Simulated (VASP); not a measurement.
# Ni2SbTe (P-6m2) in VASP: equation of state, part 2 of 2

VASP 6.6.1. Earlier steps stand in the parts before.

## Step 7: Equation of state, PBE, collinear spin, ferromagnetic start, 18.78 Å³/atom (volume scaled by 1.06)

File INCAR:

```
PREC = Accurate
ENCUT = 520
EDIFF = 1E-7
ISMEAR = -1
SIGMA = 0.05
LREAL = F
LASPH = T
NELM = 120
ALGO = Normal
ISIF = 2
LWAVE = F
LCHARG = F
ISPIN = 2
MAGMOM = 0 0 1 1
LORBIT = 11
LMAXMIX = 4
GGA = PE
NBANDS = 28
```

File KPOINTS:

```
Automatic mesh
0
Gamma
  8 8 5
```

File POSCAR:

```
Ni2SbTe
1.0
    4.0433999432      0.0000000000      0.0000000000
   -2.0216999715      3.5016870684      0.0000000000
    0.0000000000      0.0000000000      5.3055374171
Te Sb Ni
1 1 2
Direct
    0.3333333333      0.6666666667      0.0000000000
    0.6666666667      0.3333333333      0.5000000000
    0.0000000000      0.0000000000      0.2531824000
    0.0000000000      0.0000000000      0.7468176000
```

Potentials or basis: VASP PAW PBE potentials, release 64 (Te, Sb, Ni).

Command:

```
> cat potpaw_PBE.64/Te/POTCAR potpaw_PBE.64/Sb/POTCAR potpaw_PBE.64/Ni/POTCAR > POTCAR
> mpirun -np 1 vasp_std > vasp.out
```

OUTCAR:

```text
PREC = Accurate
   ENCUT = 520
   EDIFF = 1E-7
   ISMEAR = -1
   LREAL = F
   LASPH = T
   NELM = 120
   ISIF = 2
   ISPIN = 2
   LORBIT = 11
   GGA = PE

 Found     30 irreducible k-points:

 Following reciprocal coordinates:
            Coordinates               Weight
  0.000000  0.000000  0.000000      1.000000
  0.125000 -0.000000  0.000000      6.000000
  0.250000 -0.000000  0.000000      6.000000
  0.375000 -0.000000  0.000000      6.000000
  0.500000 -0.000000  0.000000      3.000000
  0.125000  0.125000  0.000000      6.000000
   k-points           NKPTS =     30   k-points in BZ     NKDIM =     30   number of bands    NBANDS=     28
   number of dos      NEDOS =    301   number of ions     NIONS =      4
   total plane-waves  NPLWV =  36000
   dimension x,y,z NGX =    30 NGY =   30 NGZ =   40
   dimension x,y,z NGXF=    60 NGYF=   60 NGZF=   80
   ions per type =               1   1   2
[... 440 lines left out ...]

  FORCE on cell =-STRESS in cart. coord.  units (eV):
  Direction    XX          YY          ZZ          XY          YZ          ZX
  --------------------------------------------------------------------------------------
  -------------------------------------------------------------------------------------
  Total       -1.4940872     -1.4940872     -1.6974168     -0.0000000      0.0000000      0.0000000
  in kB      -31.8664091    -31.8664091    -36.2030911     -0.0000000      0.0000000      0.0000000
  external PRESSURE =     -33.3119697 kB  Pullay stress =       0.0000000 kB

 VOLUME and BASIS-vectors are now :
 -----------------------------------------------------------------------------
  energy-cutoff  :      520.00
  volume of cell :       75.12
      direct lattice vectors                 reciprocal lattice vectors
     4.043399943  0.000000000  0.000000000     0.247316618  0.142788316  0.000000000
    -2.021699971  3.501687068  0.000000000     0.000000000  0.285576632  0.000000000
     0.000000000  0.000000000  5.305537417     0.000000000  0.000000000  0.188482320

 POSITION                                       TOTAL-FORCE (eV/Angst)
 -----------------------------------------------------------------------------------
     -0.00000      2.33446      0.00000         0.000000     -0.000000     -0.000000
      2.02170      1.16723      2.65277         0.000000     -0.000000     -0.000000
      0.00000      0.00000      1.34327        -0.000000     -0.000000      0.037632
      0.00000      0.00000      3.96227        -0.000000      0.000000     -0.037632
 -----------------------------------------------------------------------------------
    total drift:                               -0.000000      0.000000      0.000000

  FREE ENERGIE OF THE ION-ELECTRON SYSTEM (eV)
  ---------------------------------------------------
  free  energy   TOTEN  =       -19.1294774774 eV

  energy  without entropy=      -19.1060231376  energy(sigma->0) =      -19.11775031

 total charge

# of ion       s       p       d       tot
------------------------------------------
    1        1.375   1.870   0.084   3.330
    2        1.164   1.157   0.061   2.382
    3        0.405   0.396   8.443   9.244
    4        0.405   0.396   8.443   9.244
--------------------------------------------------
tot          3.349   3.820  17.031  24.200

 magnetization (x)

# of ion       s       p       d       tot
------------------------------------------
    1        0.000   0.000  -0.000   0.000
    2        0.000  -0.000  -0.000  -0.000
    3        0.000   0.000   0.000   0.000
    4        0.000   0.000   0.000   0.000
--------------------------------------------------
tot          0.000   0.000   0.001   0.001
```

OSZICAR:

```text
N       E                     dE             d eps       ncg     rms          rms(c)
DAV:   1     0.183096021350E+03    0.18310E+03   -0.12428E+04  3360   0.113E+03
DAV:   2    -0.739834958536E+01   -0.19049E+03   -0.17703E+03  3416   0.254E+02
DAV:   3    -0.198314025013E+02   -0.12433E+02   -0.11942E+02  4048   0.749E+01
DAV:   4    -0.201249008949E+02   -0.29350E+00   -0.29259E+00  4008   0.105E+01
DAV:   5    -0.201338741483E+02   -0.89733E-02   -0.89726E-02  4376   0.195E+00    0.146E+01
DAV:   6    -0.230484156935E+02   -0.29145E+01   -0.16621E+01  3848   0.693E+01    0.187E+01
DAV:   7    -0.191320806388E+02    0.39163E+01   -0.74803E+00  4128   0.522E+01    0.392E+00
DAV:   8    -0.191675530810E+02   -0.35472E-01   -0.63864E-01  4696   0.664E+00    0.266E+00
DAV:   9    -0.191287988659E+02    0.38754E-01   -0.11856E-01  4096   0.490E+00    0.118E+00
DAV:  10    -0.191292721372E+02   -0.47327E-03   -0.39217E-03  3796   0.467E-01    0.912E-01
DAV:  11    -0.191295807962E+02   -0.30866E-03   -0.61557E-04  4376   0.266E-01    0.585E-01
DAV:  12    -0.191294608827E+02    0.11991E-03   -0.88658E-04  4912   0.457E-01    0.823E-02
DAV:  13    -0.191294782667E+02   -0.17384E-04   -0.21209E-04  3924   0.926E-02    0.715E-02
DAV:  14    -0.191294763944E+02    0.18722E-05   -0.50108E-06  4972   0.224E-02    0.496E-02
DAV:  15    -0.191294770611E+02   -0.66669E-06   -0.79803E-06  4424   0.311E-02    0.221E-02
DAV:  16    -0.191294775154E+02   -0.45427E-06   -0.21150E-06  3960   0.122E-02    0.217E-02
DAV:  17    -0.191294774774E+02    0.38036E-07   -0.12175E-07  2716   0.407E-03
   1 F= -.19129477E+02 E0= -.19117750E+02  d E =-.234543E-01  mag=     0.0001
```

stdout:

```text
POSCAR found type information on POSCAR TeSbNi
 POSCAR found :  3 types and       4 ions
 scaLAPACK will be used
 LDA part: xc-table for (Slater+PW92), standard interpolation
 POSCAR, INCAR and KPOINTS ok, starting setup
 FFT: planning ... GRIDC
 FFT: planning ... GRID_SOFT
 FFT: planning ... GRID
 WAVECAR not read
 entering main loop
```

Wall time 2.6 min (1 thread of Intel Xeon Platinum 8259CL at 2.50GHz (Skylake/Cascade Lake), shared host); peak memory 0.27 GiB.

What came out:

* Free energy: -19.1295 eV
* Pressure: -3.3 GPa
* Largest force: 0.038 eV/Å
* Band gap on the k mesh: none (metal or under the smearing width)
* Net moment: 0.00 μB per cell
* Valence electrons inside the program's atomic spheres: Te 3.33; Sb 2.38; Ni 9.24

## Step 8: Equation of state, PBE, collinear spin, ferromagnetic start

Potentials or basis: VASP PAW PBE potentials, release 64 (Te, Sb, Ni).

This step only gathers the single runs of the series.

What came out:

```
Equilibrium volume                        : 18.15 Å³/atom
Bulk modulus at fixed shape and positions : 106 GPa
Pressure derivative of the bulk modulus   : 4.9
```

Energy against volume, from the lowest point:
```
volume (Å³/atom)  energy (meV/atom)
          16.654              47.89
          17.008              26.71
          17.363              12.13
          17.717               3.44
          18.071               0.00
          18.426               1.24
          18.780               6.64
```

Caveat: the cell was scaled at fixed shape and fractional positions, which overstates the stiffness of a crystal with free parameters, most of all of layers and chains. The run has no spin-orbit coupling, so splittings on Sb, Te are missing.
